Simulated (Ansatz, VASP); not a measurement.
# BeCo in two plane-wave programs

Aim: how closely do two programs agree when they are given the same cell, functional and k mesh? The cell is taken from a series of runs on this material, whose earlier steps may have relaxed, scaled, displaced or heated it; both programs get it as it stands.

Method: plane waves, with VASP 6.6.1 beside it; PBEsol, in Ansatz 0.2.0.

## 1. The starting structure

The structure is cubic, space group Pm-3m (No. 221). Conventional cell: a = 2.565 Å, b = 2.565 Å, c = 2.565 Å, α = 90.00°, β = 90.00°, γ = 90.00°. Nearest to Be lie 8 Co at 2.22 Å. Co has 8 Be at 2.22 Å nearest. Farther neighbours are not listed.

## 2. Ansatz: relaxation of cell and atoms, PBEsol

Ansatz runs on its PAW soft_1 files.

The relaxed volume is the usual yardstick between codes: in a stiff, nearly cubic crystal its relative difference is about their pressure difference at one cell divided by the bulk modulus.

Input file input.yaml:

```yaml
crystal:
  lattice:
    - [2.5652513886, 0.0, 0.0]
    - [0.0, 2.5652513886, 0.0]
    - [0.0, 0.0, 2.5652513886]
  atoms:
    - { symbol: Be, position: [0.0, 0.0, 0.0] }
    - { symbol: Co, position: [0.5, 0.5, 0.5], spin: 0.47 }
kpoints:
  mp_grid: { grid: [16, 16, 16] }
hamiltonian:
  xc: pbesol
  pseudopotentials: { kind: paw, azcp: { folder: soft_1 }, xc_functional: pbe }
scf:
  occupations: { method: gaussian, width: 0.1 }
output:
  forces: true
  stress: true
  eigenvalues: true
  populations: true
  write_density: true
  write_potential: true
  elf: true
  volumetric_format: npy
magnetization:
  spin_polarized: true
relax:
  adjacent_minimum: "off"
  f_tol: 0.005
  max_steps: 80
  cell: { stress_tol: 0.05 }
```

Command:

```bash
ansatz run input.yaml --threads 4 --pin off --max-ram 10240MiB --backend cpu --events-out ev --progress --plain --runs-dir out
```

Numbers of over 12 decimals in the logs are rounded to 6 here.

What it wrote:

```text
Engine: ansatz 0.2.0, x86_64-unknown-linux-gnu
Pseudopotentials: kind: paw
Pseudopotential: Be, paw, valence charge 2, recommended cutoff 420 eV (normal), soft_1/Be.paw.azcp
Pseudopotential: Co, paw, valence charge 17, recommended cutoff 420 eV (normal), soft_1/Co.paw.azcp
Functional definition: PBEsol
  exchange = pbesol_x
  correlation = pbesol_c
Crystal: 2 atoms, lattice volume = 16.881 Å³
Basis set: ecut = 420 eV, 341 PW (Γ), exchange–correlation on 36×36×36 points (8 copies of the dense FFT grid, shifted against one another)
Bands: 14, of which v1, the nominal top of the filled ones, is band 10 counted from 1 (9 counted from 0)
Symmetry: 48 space group operations
Space group: Pm-3m (ITA 221), of the structure as read, at distance tolerance 2.6e-5 Å
Magnetic group: BNS 221.92 (UNI 1594), of the structure as read, at distance tolerance 2.6e-5 Å
k-points: 165 of 4096
Non-local potential: Be, projectors of the file, l = 0: 2, l = 1: 2, l = 2: 1
Non-local potential: Co, projectors of the file, l = 0: 3, l = 1: 2, l = 2: 3, l = 3: 1
PAW form: soft (Blöchl's): semilocal exchange-correlation on the pseudo side does not see the compensation charge
PAW frozen core: Be, regenerated for the run's functional, and the local potential with it (the file was generated under x = pbe(κ = 0.804, μ = 0.219515), c = pbe(β = 0.066725))
PAW frozen core: Co, regenerated for the run's functional, and the local potential with it (the file was generated under x = pbe(κ = 0.804, μ = 0.219515), c = pbe(β = 0.066725))
PAW one-centre angular grid: Be, 110 points (default); XC on 64 Gauss nodes
PAW one-centre angular grid: Co, 590 points (default); XC on 64 Gauss nodes
Initial density: superposition of atomic densities (chi_scale 0.1, normalization cell)
Starting moments: Σ|m| = 0.47 μB on 1 of 2 sites
Initial wavefunctions: pseudopotential atomic-orbital guess
Functional: x = pbesol(κ = 0.804, μ = 0.123457), c = pbesol(β = 0.046)
SCF iter   1: F=—  HF=-5184.274785 eV  |F-HF|=—  |Δ(HF+E_count)|=         —  Δρ=9.23e-2 (↑8.19e-2 ↓9.23e-2)  dr2=3.91e0  dr2_m=7.55e-3  M=0.462 μB ∫|m|=0.499 μB  β_m=0.30  ethr=3.10e-3  ⟨swp⟩=4.6  Hψ=23156  notcnv=0
Mixer restart at iter 1: flushing history
preconditioner: auto → none  [metal: Δε(μ)=0.001 eV  Ē_g=9.820 eV  σ=0.100 eV  W_gap=0.01  n_scr=6 (ndim 8)  ℏωp=30.0 eV  f_vac=0.000  D(μ)=2.13/eV (n_scr^D=26)  sad-step TF]
SCF iter   2: F=—  HF=-5182.670907 eV  |F-HF|=—  |Δ(HF+E_count)|=    1.60e0  Δρ=2.36e-2 (↑2.36e-2 ↓1.46e-2)  dr2=6.06e-2  dr2_m=1.55e-2  M=0.496 μB ∫|m|=0.535 μB  β_m=0.29  ethr=3.10e-3  ⟨swp⟩=3.6  Hψ=12089  notcnv=0  defer=65
SCF iter   3: F=—  HF=-5183.012780 eV  |F-HF|=—  |Δ(HF+E_count)|=         —  Δρ=3.31e-2 (↑3.31e-2 ↓1.03e-2)  dr2=9.84e-2  dr2_m=2.77e-2  M=0.535 μB ∫|m|=0.591 μB  β_m=0.29  ethr=3.19e-4  ⟨swp⟩=2.1  Hψ=9062  notcnv=0  defer=56
Mixer restart at iter 3: flushing history
SCF iter   4: F=—  HF=-5183.404704 eV  |F-HF|=—  |Δ(HF+E_count)|=   3.92e-1  Δρ=1.57e-2 (↑1.57e-2 ↓5.49e-3)  dr2=1.92e-2  dr2_m=6.31e-3  M=0.509 μB ∫|m|=0.567 μB  β_m=0.44  ethr=3.19e-4  ⟨swp⟩=2.7  Hψ=8761  notcnv=0  defer=57
SCF iter   5: F=—  HF=-5183.805982 eV  |F-HF|=—  |Δ(HF+E_count)|=   4.01e-1  Δρ=2.09e-2 (↑1.30e-2 ↓2.09e-2)  dr2=1.26e-1  dr2_m=2.85e-3  M=0.443 μB ∫|m|=0.508 μB  β_m=0.53  ethr=1.01e-4  ⟨swp⟩=2.0  Hψ=9543  notcnv=0  defer=57  recentre
SCF iter   6: F=—  HF=-5183.896277 eV  |F-HF|=—  |Δ(HF+E_count)|=   9.03e-2  Δρ=1.48e-2 (↑7.08e-3 ↓1.48e-2)  dr2=5.23e-2  dr2_m=2.67e-3  M=0.432 μB ∫|m|=0.496 μB  β_m=0.81  ethr=1.01e-4  ⟨swp⟩=2.0  Hψ=7816  notcnv=0  defer=57
SCF iter   7: F=—  HF=-5183.994145 eV  |F-HF|=—  |Δ(HF+E_count)|=   9.79e-2  Δρ=5.50e-3 (↑2.33e-3 ↓5.50e-3)  dr2=7.40e-3  dr2_m=4.25e-4  M=0.403 μB ∫|m|=0.464 μB  β_m=0.86  ethr=1.01e-4  ⟨swp⟩=2.1  Hψ=9121  notcnv=0  defer=56
SCF iter   8: F=—  HF=-5183.996587 eV  |F-HF|=—  |Δ(HF+E_count)|=   2.44e-3  Δρ=1.11e-3 (↑3.59e-4 ↓1.11e-3)  dr2=7.66e-5  dr2_m=8.19e-5  M=0.395 μB ∫|m|=0.455 μB  β_m=0.93  ethr=3.89e-5  ⟨swp⟩=2.0  Hψ=7402  notcnv=0  defer=50
SCF iter   9: F=—  HF=-5183.996592 eV  |F-HF|=—  |Δ(HF+E_count)|=   5.70e-6  Δρ=6.69e-4 (↑1.59e-4 ↓6.69e-4)  dr2=3.69e-5  dr2_m=2.54e-5  M=0.395 μB ∫|m|=0.454 μB  β_m=0.96  ethr=4.03e-7  ⟨swp⟩=1.3  Hψ=4910  notcnv=0  defer=51
SCF iter  10: F=—  HF=-5183.996598 eV  |F-HF|=—  |Δ(HF+E_count)|=   5.77e-6  Δρ=3.10e-5 (↑3.10e-5 ↓1.10e-5)  dr2=2.54e-7  dr2_m=1.99e-8  M=0.394 μB ∫|m|=0.453 μB  β_m=0.97  ethr=1.94e-7  ⟨swp⟩=2.2  Hψ=6214  notcnv=0  defer=49
SCF iter  11: F=—  HF=-5183.996598 eV  |F-HF|=—  |Δ(HF+E_count)|=   5.22e-8  Δρ=2.60e-6 (↑5.96e-7 ↓2.60e-6)  dr2=1.17e-9  dr2_m=2.72e-10  M=0.394 μB ∫|m|=0.453 μB  β_m=0.94  ethr=1.34e-9  ⟨swp⟩=2.3  Hψ=6215  notcnv=0  defer=49
[...]
SCF iter   5: F=—  HF=-5183.996600 eV  |F-HF|=—  |Δ(HF+E_count)|=   9.83e-8  Δρ=1.35e-5 (↑2.51e-6 ↓1.35e-5)  dr2=2.91e-8  dr2_m=5.27e-9  M=0.394 μB ∫|m|=0.453 μB  β_m=0.73  ethr=5.94e-11  ⟨swp⟩=2.1  Hψ=6138  notcnv=0
SCF iter   6: F=—  HF=-5183.996600 eV  |F-HF|=—  |Δ(HF+E_count)|=   5.55e-8  Δρ=9.22e-6 (↑2.45e-6 ↓9.22e-6)  dr2=6.30e-9  dr2_m=5.11e-9  M=0.394 μB ∫|m|=0.453 μB  β_m=0.87  ethr=5.94e-11  ⟨swp⟩=2.2  Hψ=7316  notcnv=0
SCF iter   7: F=-5183.996600 eV  HF=-5183.996600 eV  |F-HF|=6.64e-9  |Δ(HF+E_count)|=   1.37e-8  Δρ=5.99e-6 (↑2.03e-6 ↓5.99e-6)  dr2=7.86e-9  dr2_m=6.59e-10  M=0.394 μB ∫|m|=0.453 μB  ethr=3.32e-11  ⟨swp⟩=4.4  Hψ=22367  notcnv=0
SCF 2 converged in 7 iterations: F = -5183.996600 eV  dr2 = 7.86e-9
relax step   2: F+E_penalty+E_count = -5183.99660029 eV  Δ(F+E_penalty+E_count) = -2.025e-6 eV  max|allowed force component| = 3.147e-30 eV/Å  Δτ_max = 0.0000 Å  P = +0.092 GPa  Ω = 16.887 Å³  energy of the carried Pulay correction = -3.377e-6 eV  (7 SCF iters, dr2 threshold 7.64e-8 eV, accepted)
[...]
relax step   3: F+E_penalty+E_count = -5183.99659867 eV  Δ(F+E_penalty+E_count) = +1.623e-6 eV  max|allowed force component| = 3.254e-30 eV/Å  Δτ_max = 0.0000 Å  P = +0.002 GPa  Ω = 16.894 Å³  energy of the carried Pulay correction = -7.136e-6 eV  (8 SCF iters, dr2 threshold 2.12e-8 eV, accepted)
[...]
relax step   4: F+E_penalty+E_count = -5183.99660749 eV  Δ(F+E_penalty+E_count) = -8.823e-6 eV  max|allowed force component| = 4.717e-30 eV/Å  Δτ_max = 0.0000 Å  P = +0.001 GPa  Ω = 16.894 Å³  stress off target by 1.34e-3 GPa  SCF on the basis re-selected at this cell (its energy is not comparable with the rows above)  (7 SCF iters)
basis re-selected at this cell: Δ(F+E_penalty+E_count) = -8.823e-6 eV, ΔP = -0.001 GPa vs the last step (what re-selecting the basis moved, of the pressure what is left beyond the Pulay correction that the steps carried, after the strain that the cell walked since its last selection, with what the two solves' SCF thresholds leave and, on support functions, any second-order correction that the steps lacked; it is no m [...]
SCF converged after 7 iterations
Magnetization: 0.3942 μB (9.6971 up, 9.3029 down)
Absolute magnetization: 0.4535 μB (∫|ρ↑−ρ↓|, with the PAW one-centre terms)
Spin contamination: 0.0024 ħ² per cell (⟨S²⟩ above its minimum at these occupations)
Per-site moments (μB) at R_I (Å): [(-0.018110, 0.916646), (0.413955, 0.916646)]
Free energy (F): -5183.996607 eV
Harris-Foulkes:  -5183.996607 eV  (|F-HF|=1.46e-11)
Internal energy: -5183.988454 eV  (E = F + TS)
E sigma→0 (E₀):  -5183.992531 eV
Entropy (-TS):   -0.008153 eV (-4.077 meV/atom)
Fermi energy:    15.118214 eV
--- Per-component energies (eV) ---
  E_band       = -274.215722
  E_kinetic    = 317.750935
  E_local      = -3160.444736  (includes V_loc(G=0)·N_el)
  E_nonlocal   = 441.449100
  E_hartree    = 1413.472864
  E_xc         = -113.629473
  E_vxc        = -141.407418  (∫ρ·V_xc dr)
  E_paw        = -1597.136698  (= ΣΔE_a)
  E_vpaw       = -558.509040  (= ΣTr[D̂ρ^β])
  E_aug_tail   = 0.000009  (compensation charges beyond the density's cutoff)
  E_ewald      = -2485.648407
  E_core_change = 0.197951  (= ΣΔE_core)
  E_smearing   = -0.008153  (= −TS)
  E_closure    = 0.000000  (closes the sum)
  Σ components = -5183.996607   (vs F -5183.996607, Δ=0.00e0)
--- Forces (eV/Å), atoms counted from 1 ---
  atom   1  Be    -0.00000000    -0.00000000     0.00000000
  atom   2  Co    -0.00000000    -0.00000000    -0.00000000
  max |Σ_I F_I| component: 9.50e-30 eV/Å
--- Stress (GPa, compression-positive) ---
        0.001337       0.000000      -0.000000
        0.000000       0.001337      -0.000000
       -0.000000      -0.000000       0.001337
  P = ⅓ Tr σ = 0.0013 GPa (0.013 kbar)
--- Band table (eV; the first three rows and the last of 330) ---
  k-point 0 ↑: bands = [... 6 lower, 12.1294, 14.8724, 14.8724, 14.8724, 22.9790, 22.9790, 22.9790, 30.6360]
  k-point 1 ↑: bands = [... 6 lower, 12.1479, 14.8129, 14.8129, 14.8763, 22.5112, 23.1168, 23.1168, 30.6385]
  k-point 2 ↑: bands = [... 6 lower, 12.2010, 14.6503, 14.6503, 14.8876, 21.4083, 23.5144, 23.5144, 30.6458]
  k-point 164 ↓: bands = [... 6 lower, 11.1699, 16.0468, 16.0468, 21.9733, 21.9733, 21.9733, 22.7884, 22.7884]
--- Relaxed structure (3 steps of the walk, 3 accepted, 1 SCFs on fresh bases) ---
  F+E_penalty+E_count = -5183.99660749 eV   max|allowed force component| = 4.717e-30 eV/Å   (the final SCF, on the basis selected at the relaxed cell)
  cell:  # Å, volume = 16.8943 Å³
    - [2.565944, 0, 0]
    - [0, 2.565944, 0]
    - [0, 0, 2.565944]
  atoms:
    - { symbol: Be, position: [0, 0, 0] }
    - { symbol: Co, position: [0.5, 0.5, 0.5] }
--- Löwdin populations: 2 sites ---
  site symbol       q [e]    m [muB]
     0     Be      1.0385    -0.0044
     1     Co     17.2234     0.4216
  spilling = 0.038849 (of n_electrons = 19.000000)
```

(Part 1 of 2 ends here.)

[Lines on the potential files, build, host, timing and source positions are cut from VASP's logs without a mark.]

[Logs are printed without paths, hosts, clocks, repeated set-up lines and the standing remarks that a program may print on its own settings, such as how far it seeks lower states.]

[Hosts, paths, dates, database ids (printed as entryN), source tags and the programs' standing remarks are cut or masked in the printed files.]
